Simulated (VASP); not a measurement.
A convergence study with VASP on CsSnI3 (cubic perovskite): one setting is varied, all else stays as given below, so the limit is that of these other settings. Each run relaxes cell and ions from the cell shown. The basis is that of the starting cell, so low cut-offs carry a Pulay error.

```xyz
5
Lattice="6.2200 0.0000 0.0000 0.0000 6.2200 0.0000 0.0000 0.0000 6.2200" Properties=species:S:1:pos:R:3 pbc="T T T"
Cs     0.0000     0.0000     0.0000
Sn     3.1100     3.1100     3.1100
I      3.1100     0.0000     3.1100
I      0.0000     3.1100     3.1100
I      3.1100     3.1100     0.0000
```

These are PBE GGA, VASP's PBE PAW potentials (set 64) (plane waves; VASP) values and carry that method's errors. The tightest run used: 700 eV cut-off, 3×3×3 Γ-centred mesh, Gaussian smearing of 0.050 eV, potentials Cs_sv Sn_d I.

Unless said otherwise, spin-orbit coupling is left out, though it shifts the bands of the heavy elements here. Gaps are read on the run's mesh, which can miss a band edge.

Q: The settings run are ENCUT = 150; ENCUT = 200; ENCUT = 250; ENCUT = 300; ENCUT = 350; ENCUT = 400; ENCUT = 450; ENCUT = 500; ENCUT = 550; ENCUT = 600; ENCUT = 650; ENCUT = 700. From which on does the relaxed volume stay within 0.1 Å³/atom of the tightest run?

A: From ENCUT = 400 on: it is off by 0.068 there and by no more than 0.1 in any finer run, while ENCUT = 350 is off by 0.224.
| setting | relaxed volume (Å³/atom) | E (eV/atom) | gap on the mesh (eV) | plane waves | difference judged (Å³/atom) |
|---|---|---|---|---|---|
| ENCUT = 150 | 36.752 | -3.1057 | 3.270 | 1021 | 11.854 |
| ENCUT = 200 | 45.113 | -2.8426 | 3.123 | 1562 | 3.492 |
| ENCUT = 250 | 48.426 | -2.8433 | 3.076 | 2156 | 0.179 |
| ENCUT = 300 | 48.387 | -2.8433 | 3.077 | 2897 | 0.219 |
| ENCUT = 350 | 48.381 | -2.8430 | 3.077 | 3695 | 0.224 |
| ENCUT = 400 | 48.537 | -2.8434 | 3.075 | 4385 | 0.068 |
| ENCUT = 450 | 48.602 | -2.8436 | 3.074 | 5238 | 0.003 |
| ENCUT = 500 | 48.582 | -2.8435 | 3.074 | 6127 | 0.024 |
| ENCUT = 550 | 48.583 | -2.8435 | 3.074 | 7076 | 0.023 |
| ENCUT = 600 | 48.595 | -2.8435 | 3.074 | 8121 | 0.011 |
| ENCUT = 650 | 48.605 | -2.8436 | 3.074 | 9050 | 0.000 |
| ENCUT = 700 | 48.606 | -2.8436 | 3.074 | 10131 | 0.000 |

VASP warned of too few bands at ENCUT = 150.

Left out are rungs that failed or repeat a setting and relaxations that didn't move; long series are thinned to 24 rows.

The compound is CsSnI3 in the cubic perovskite structure, the ideal cubic form; the compound distorts at low or room temperature. VASP warned that the highest band is occupied, so more bands are needed.
